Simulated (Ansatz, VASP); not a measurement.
# Ti9Al44O83 (glassy 29TiO2-71Al2O3 (mol %)) in two plane-wave programs, part 2 of 2

Aim: how closely do two programs agree when they are given the same cell, functional and k mesh? Of the first pair: The structure shown is the start of the Ansatz relaxation below; VASP solves that cell, so the two are compared at the walk's first step.

VASP 6.6.1 and Ansatz 0.2.0.

So far: Starting point; Ansatz: relaxation, PBE; VASP: single point, PBE, start cell, pair 1.

## Step 4: Differences

Known differences besides the potentials themselves: the cutoff is 420 eV in Ansatz and 520 eV in VASP (PREC = Accurate, projectors in real space). Total energies have different zeros and are not compared.

Forces on 10 of the 136 atoms, those with the largest forces and the largest differences (eV/Å; atoms numbered as in POSCAR):

| atom | Ansatz x, y, z | VASP x, y, z |
| --- | --- | --- |
| Ti8 | -0.025, 0.064, -0.024 | -0.070, 0.173, 0.017 |
| Al22 | 0.244, 0.321, -0.700 | 0.247, 0.335, -0.704 |
| Al26 | -0.509, 0.174, 0.173 | -0.518, 0.166, 0.176 |
| Al46 | 0.404, -1.012, 0.355 | 0.412, -1.025, 0.367 |
| O83 | -0.215, 0.245, -0.108 | -0.223, 0.245, -0.107 |
| O88 | -0.029, 0.252, 0.064 | -0.015, 0.265, 0.055 |
| O119 | -0.021, -0.085, -0.015 | -0.001, -0.215, -0.047 |
| O124 | -0.039, 0.203, -0.172 | -0.040, 0.217, -0.196 |
| O125 | 0.004, 0.021, 0.005 | -0.037, 0.134, -0.027 |
| O136 | 0.075, 0.187, 0.398 | 0.116, 0.167, 0.510 |

The forces differ by 25 meV/Å r.m.s., which is 26.4 % of the r.m.s. force of 0.096 eV/Å (both taken over all components). Moments aren't recorded for both runs of this pair, so they may hold unlike magnetic states.

## Step 5: Ansatz: relaxation, PBE

This run makes the geometry at which the two programs are then compared.

The structure compared here is the end of the Ansatz relaxation.

Input file input.yaml:

```yaml
crystal:
  lattice:
    - [11.33062, 0.0, 0.0]
    - [0.0, 11.33062, 0.0]
    - [0.0, 0.0, 11.33062]
  atoms:
    - { symbol: Ti, position: [0.16465, 0.93508, 0.44323] }
    - { symbol: Ti, position: [0.80283, 0.65548, 0.03541] }
    - { symbol: Ti, position: [0.3742, 0.64698, 0.19906] }
[... 3 atom lines left out ...]
    - { symbol: Ti, position: [0.56059, 0.26796, 0.88292] }
    - { symbol: Ti, position: [0.88971, 0.60478, 0.32102] }
[... 1 atom line left out ...]
    - { symbol: Al, position: [0.56595, 0.56155, 0.41113] }
    - { symbol: Al, position: [0.294, 0.32233, 0.42711] }
[... 1 atom line left out ...]
    - { symbol: Al, position: [0.49309, 0.10859, 0.51238] }
[... 4 atom lines left out ...]
    - { symbol: Al, position: [0.68755, 0.74257, 0.30351] }
[... 1 atom line left out ...]
    - { symbol: Al, position: [0.94696, 0.31709, 0.22892] }
    - { symbol: Al, position: [0.79064, 0.17559, 0.42352] }
    - { symbol: Al, position: [0.54699, 0.28893, 0.33034], spin: 0.6 }
[... 2 atom lines left out ...]
    - { symbol: Al, position: [0.37568, 0.09482, 0.29358] }
    - { symbol: Al, position: [0.72079, 0.25002, 0.1514], spin: 0.6 }
[... 3 atom lines left out ...]
    - { symbol: Al, position: [0.51279, 0.10855, 0.07974] }
    - { symbol: Al, position: [0.82729, 0.38922, 0.92245] }
[... 2 atom lines left out ...]
    - { symbol: Al, position: [0.35291, 0.34915, 0.16231] }
[... 2 atom lines left out ...]
    - { symbol: Al, position: [0.51198, 0.65922, 0.93872] }
[... 6 atom lines left out ...]
    - { symbol: Al, position: [0.63289, 0.01593, 0.3152] }
[... 1 atom line left out ...]
    - { symbol: Al, position: [0.58672, 0.50533, 0.1546], spin: 0.6 }
[... 3 atom lines left out ...]
    - { symbol: Al, position: [0.49875, 0.37127, 0.57612] }
[... 7 atom lines left out ...]
    - { symbol: O, position: [0.35346, 0.41991, 0.5361] }
    - { symbol: O, position: [0.55985, 0.40967, 0.43607] }
    - { symbol: O, position: [0.77382, 0.63878, 0.19723] }
[... 2 atom lines left out ...]
    - { symbol: O, position: [0.48421, 0.00951, 0.37546] }
[... 1 atom line left out ...]
    - { symbol: O, position: [0.98664, 0.15194, 0.13572] }
    - { symbol: O, position: [0.75488, 0.27018, 0.57033] }
[... 1 atom line left out ...]
    - { symbol: O, position: [0.44329, 0.21753, 0.19679] }
    - { symbol: O, position: [0.84372, 0.54381, 0.91807] }
[... 1 atom line left out ...]
    - { symbol: O, position: [0.63059, 0.17352, 0.39495] }
[... 1 atom line left out ...]
    - { symbol: O, position: [0.45236, 0.64104, 0.47908] }
[... 5 atom lines left out ...]
    - { symbol: O, position: [0.82854, 0.32423, 0.06264] }
[... 3 atom lines left out ...]
    - { symbol: O, position: [0.81855, 0.23776, 0.28051] }
[... 1 atom line left out ...]
    - { symbol: O, position: [0.27133, 0.36916, 0.28732] }
[... 2 atom lines left out ...]
    - { symbol: O, position: [0.55945, 0.6177, 0.26496] }
[... 3 atom lines left out ...]
    - { symbol: O, position: [0.65206, 0.0971, 0.17785] }
[... 15 atom lines left out ...]
    - { symbol: O, position: [0.4158, 0.15367, 0.95784] }
    - { symbol: O, position: [0.67949, 0.38426, 0.8489] }
[... 2 atom lines left out ...]
    - { symbol: O, position: [0.43037, 0.48481, 0.14879] }
[... 6 atom lines left out ...]
    - { symbol: O, position: [0.9055, 0.45697, 0.29173] }
[... 3 atom lines left out ...]
    - { symbol: O, position: [0.26345, 0.34191, 0.03333] }
    - { symbol: O, position: [0.62643, 0.57298, 0.02293] }
[... 4 atom lines left out ...]
    - { symbol: O, position: [0.71418, 0.60577, 0.42196] }
[... 3 atom lines left out ...]
    - { symbol: O, position: [0.77484, 0.00799, 0.38437] }
    - { symbol: O, position: [0.41631, 0.22228, 0.40973] }
[... 1 atom line left out ...]
    - { symbol: O, position: [0.60778, 0.23995, 0.02881] }
magnetization:
  spin_polarized: true
kpoints:
  mp_grid: { grid: [1, 1, 1] }
hamiltonian:
  xc: pbe
scf:
  occupations: { method: fermi_dirac, width: 0.025 }
  lower_state_search: "off"
output:
  forces: true
  eigenvalues: true
relax:
  f_tol: 0.05
  max_steps: 90
```

Launch:

```sh
ansatz run input.yaml --threads 4 --pin off --max-ram 8192MiB --backend cpu --events-out ev --progress --plain --runs-dir out
```

Numbers of over 12 decimals in the logs are rounded to 6 here.

The log of the run:

```text
[...]
Crystal: 136 atoms, lattice volume = 1454.658 Å³
Basis set: ecut = 420 eV, 28425 PW (Γ), exchange–correlation on 160×160×160 points (8 copies of the dense FFT grid, shifted against one another)
Bands: 506, of which v1, the nominal top of the filled ones, is band 369 counted from 1 (368 counted from 0)
Symmetry: 1 space group operations
[...]
k-points: 1
[...]
Starting moments: Σ|m| = 1.8 μB on 3 of 136 sites
[...]
- { symbol: O, position: [0.449833, 0.773191, 0.845837] }
    - { symbol: O, position: [0.681141, 0.897535, 0.793789] }
    - { symbol: O, position: [0.924991, 0.147090, 0.502726] }
    - { symbol: O, position: [0.355952, 0.420106, 0.532951] }
    - { symbol: O, position: [0.565327, 0.408621, 0.434431] }
    - { symbol: O, position: [0.776436, 0.642274, 0.198762] }
    - { symbol: O, position: [0.042485, 0.654402, 0.267379] }
[...]
- { symbol: O, position: [0.775323, 0.010471, 0.383007] }
    - { symbol: O, position: [0.417132, 0.223217, 0.408117] }
    - { symbol: O, position: [0.620730, 0.827504, 0.424776] }
    - { symbol: O, position: [0.602055, 0.248592, 0.033486] }
```

## Step 6: VASP: single point, PBE, relaxed cell, pair 2

The same cell, functional, mesh and smearing now go to VASP, with its own data sets.

Input file INCAR:

```
SYSTEM = Ti9Al44O83
PREC = Accurate
ENCUT = 520
EDIFF = 1E-06
NELM = 200
ISMEAR = -1
SIGMA = 0.025
LREAL = Auto
ALGO = Normal
GGA = PE
NBANDS = 464
ISPIN = 2
MAGMOM = -0 -0 0 0 -0 0 -0 -0 0 0 -0 0 0 -0 0 -0 -0 0 -0 0 -0 0 0 0 0 0 -0 0 -0 -0 -0 -0 0 -0 -0 0 -0 0 0 0 0 0 -0 0 0 -0 -0 -0 0 0 -0 -0 0 -0 -0 -0 -0 0 0 -0 -0 0 -0 0 -0 0 0 0 -0 -0 0 -0 0 0 0 0 -0 -0 -0 0 0 -0 0 -0 -0 -0 0 -0 0 -0 -0 0 0 0 0 0 -0 -0 0 0 -0 -0 0 0 -0 -0 -0 0 -0 -0 0 -0 -0 0 0 0 0 -0 -0 -0 -0 0 0 -0 0 -0 0 0 0 0 -0 0 0 0 0 -0
LASPH = .TRUE.
LMAXMIX = 4
LORBIT = 11
LWAVE = .FALSE.
LCHARG = .FALSE.
ISIF = 2
GGA_COMPAT = .FALSE.
```

Input file POSCAR:

```
Ti9Al44O83
1.0
   11.3306200000      0.0000000000      0.0000000000
    0.0000000000     11.3306200000      0.0000000000
    0.0000000000      0.0000000000     11.3306200000
Ti Al O
9 44 83
Direct
    0.1652800000      0.9356300000      0.4429800000
    0.8018600000      0.6539700000      0.0366100000
    0.3796600000      0.6434100000      0.1997200000
[... 3 atom lines left out ...]
    0.5594700000      0.2692300000      0.8841400000
    0.8917000000      0.6070800000      0.3218600000
[... 1 atom line left out ...]
    0.5673100000      0.5610700000      0.4098900000
    0.2942900000      0.3221300000      0.4256300000
[... 1 atom line left out ...]
    0.4938700000      0.1096900000      0.5111700000
[... 4 atom lines left out ...]
    0.6887600000      0.7433100000      0.3040400000
[... 1 atom line left out ...]
    0.9446200000      0.3187500000      0.2280300000
    0.7891200000      0.1772300000      0.4251200000
    0.5489400000      0.2898300000      0.3262300000
[... 2 atom lines left out ...]
    0.3754600000      0.0941100000      0.2937300000
    0.7152300000      0.2543400000      0.1539600000
[... 3 atom lines left out ...]
    0.5114100000      0.1082400000      0.0800100000
    0.8257600000      0.3899100000      0.9230500000
[... 2 atom lines left out ...]
    0.3510100000      0.3464900000      0.1617200000
[... 2 atom lines left out ...]
    0.5129700000      0.6570400000      0.9402200000
[... 6 atom lines left out ...]
    0.6330500000      0.0168200000      0.3148500000
[... 1 atom line left out ...]
    0.5903800000      0.4922300000      0.1567100000
[... 3 atom lines left out ...]
    0.5008000000      0.3707800000      0.5741900000
[... 7 atom lines left out ...]
    0.3559500000      0.4201100000      0.5329500000
    0.5653300000      0.4086200000      0.4344300000
    0.7764400000      0.6422700000      0.1987600000
[... 2 atom lines left out ...]
    0.4843100000      0.0091400000      0.3749400000
[... 1 atom line left out ...]
    0.9833800000      0.1532000000      0.1357100000
    0.7540700000      0.2707200000      0.5717900000
[... 1 atom line left out ...]
    0.4404900000      0.2149400000      0.1950400000
    0.8439900000      0.5439600000      0.9179900000
[... 1 atom line left out ...]
    0.6291400000      0.1731700000      0.3966100000
[... 1 atom line left out ...]
    0.4543000000      0.6405500000      0.4790200000
[... 5 atom lines left out ...]
    0.8243200000      0.3279400000      0.0657100000
[... 3 atom lines left out ...]
    0.8126200000      0.2455700000      0.2830000000
[... 1 atom line left out ...]
    0.2681500000      0.3674300000      0.2858200000
[... 2 atom lines left out ...]
    0.5606400000      0.6133400000      0.2627200000
[... 3 atom lines left out ...]
    0.6504500000      0.0995700000      0.1776500000
[... 15 atom lines left out ...]
    0.4163700000      0.1526700000      0.9572300000
    0.6788300000      0.3845700000      0.8489500000
[... 2 atom lines left out ...]
    0.4326200000      0.4792600000      0.1482400000
[... 6 atom lines left out ...]
    0.9062500000      0.4592500000      0.2914800000
[... 3 atom lines left out ...]
    0.2620700000      0.3407600000      0.0324100000
    0.6274200000      0.5701600000      0.0266500000
[... 4 atom lines left out ...]
    0.7147000000      0.6075800000      0.4219900000
[... 3 atom lines left out ...]
    0.7753200000      0.0104700000      0.3830100000
    0.4171300000      0.2232200000      0.4081200000
[... 1 atom line left out ...]
    0.6020600000      0.2485900000      0.0334900000
```

Input file KPOINTS:

```
Automatic mesh
0
Gamma
1 1 1
0 0 0
```

PAW data sets: Ti_sv, Al and O (PBE family, release 64).

Launch:

```sh
export OMP_NUM_THREADS=3
mpirun -np 1 vasp_gam
```

The log of the run:

```text
[... set-up lines as in an earlier step ...]
 entering main loop
       N       E                     dE             d eps       ncg     rms          rms(c)
DAV:   1     0.910852932055E+04    0.91085E+04   -0.42172E+05  1856   0.169E+03
DAV:   2     0.122382998675E+03   -0.89861E+04   -0.84690E+04  2176   0.459E+02
DAV:   3    -0.113652628773E+04   -0.12589E+04   -0.12366E+04  2136   0.184E+02
DAV:   4    -0.121695066749E+04   -0.80424E+02   -0.80059E+02  2584   0.474E+01
[...]
DAV:  18    -0.103115717079E+04   -0.28749E-05   -0.44088E-05  2552   0.160E-02    0.159E-02
DAV:  19    -0.103115717121E+04   -0.42149E-06   -0.18632E-05  2104   0.104E-02    0.668E-03
DAV:  20    -0.103115717186E+04   -0.64958E-06   -0.60804E-06  2064   0.645E-03
   1 F= -.10311572E+04 E0= -.10311572E+04  d E =-.675612E-11  mag=     0.0000
```

From OUTCAR (step 6):

```text
  Total       40.8419097     38.8256076     64.4021106     -6.3503873     -8.1926476     -5.9228199
  in kB       44.9837440     42.7629659     70.9332173     -6.9943888     -9.0234753     -6.5234612
  external PRESSURE =      52.8933091 kB  Pullay stress =       0.0000000 kB

 POSITION                                       TOTAL-FORCE (eV/Angst)
[...]
15        0.347   0.440   0.000   0.786
   16        0.335   0.422   0.000   0.757
   17        0.366   0.483   0.000   0.849
   18        0.311   0.386   0.000   0.697
   19        0.350   0.438   0.000   0.788
   20        0.312   0.393   0.000   0.706
   21        0.318   0.389   0.000   0.707
   22        0.352   0.379   0.000   0.731
   23        0.348   0.443   0.000   0.790
   24        0.353   0.456   0.000   0.809
   25        0.328   0.406   0.000   0.735
   26        0.332   0.388   0.000   0.721
   27        0.336   0.420   0.000   0.755
   28        0.327   0.410   0.000   0.737
[...]
--------------------------------------------------
tot        164.033 373.606  16.582 554.222

 magnetization (x)
# of ion       s       p       d       tot
------------------------------------------
    1       -0.000  -0.000  -0.000  -0.000
    2        0.000   0.000   0.000   0.000
    3       -0.000   0.000  -0.000  -0.000
    4       -0.000  -0.000   0.000   0.000
    5        0.000   0.000   0.000   0.000
    6       -0.000  -0.000   0.000   0.000
    7        0.000   0.000   0.000   0.000
    8        0.000  -0.000   0.000   0.000
    9       -0.000  -0.000  -0.000  -0.000
   10       -0.000  -0.000   0.000  -0.000
   11       -0.000   0.000   0.000   0.000
   12       -0.000  -0.000   0.000  -0.000
   13       -0.000  -0.000   0.000  -0.000
[...]
--------------------------------------------------
tot          0.000  -0.000   0.000  -0.000

[... 2 parts as in an earlier step ...]

[... 1 further part left out ...]
[key lines of the parts left out:]
E-fermi :   5.6970
```

The run ends at a pressure of 5.29 GPa, with forces up to 0.15 eV/Å.

## Step 7: Comparison

Compared:

| quantity | Ansatz | VASP | difference |
| --- | --- | --- | --- |
| gap on the k mesh (eV) | 1.742 | 1.731 | +0.011 |

Forces on 8 of the 136 atoms, those with the largest forces and the largest differences (eV/Å; atoms numbered as in POSCAR):

| atom | Ansatz x, y, z | VASP x, y, z |
| --- | --- | --- |
| Ti3 | -0.026, 0.019, -0.025 | -0.004, -0.012, -0.115 |
| Ti6 | -0.001, -0.001, -0.004 | 0.077, 0.090, 0.030 |
| Ti8 | 0.039, -0.010, 0.003 | -0.023, 0.093, 0.061 |
| O98 | -0.002, 0.003, -0.003 | -0.072, -0.085, -0.055 |
| O106 | -0.045, -0.012, 0.020 | -0.102, -0.017, 0.104 |
| O119 | -0.018, 0.029, 0.002 | -0.001, -0.101, -0.031 |
| O125 | 0.011, -0.008, -0.013 | -0.031, 0.104, -0.048 |
| O136 | 0.012, -0.011, -0.001 | 0.044, -0.029, 0.103 |

The forces differ by 25 meV/Å r.m.s., which is 90.6 % of the r.m.s. force of 0.028 eV/Å (both taken over all components). A gap on the mesh is an upper bound, since the band edges may lie between its points.

## Step 8: What came out

| Item | Value |
| --- | --- |
| r.m.s. force difference (single point, PBE, start cell, pair 1) | 25 meV/Å |
| r.m.s. force difference (single point, PBE, relaxed cell, pair 2) | 25 meV/Å |

**Reading.** The r.m.s. force difference is 25 meV/Å (single point, PBE, relaxed cell, pair 2), beyond the 12 meV/Å picked in this series as the mark of a large difference. What causes the difference of the single point, PBE, start cell, pair 1 pair stays open here. What causes the difference of the single point, PBE, relaxed cell, pair 2 pair stays open here. Such differences can come from data sets, numerical settings and the points named under the comparisons, not from the functional's error against experiment.

[Lines on the potential files, build, host, timing and source positions are cut from VASP's logs without a mark.]

[Logs are printed without paths, hosts, clocks, repeated set-up lines and the standing remarks that a program may print on its own settings, such as how far it seeks lower states.]

[Hosts, paths, dates, database ids (printed as entryN), source tags and the programs' standing remarks are cut or masked in the printed files.]
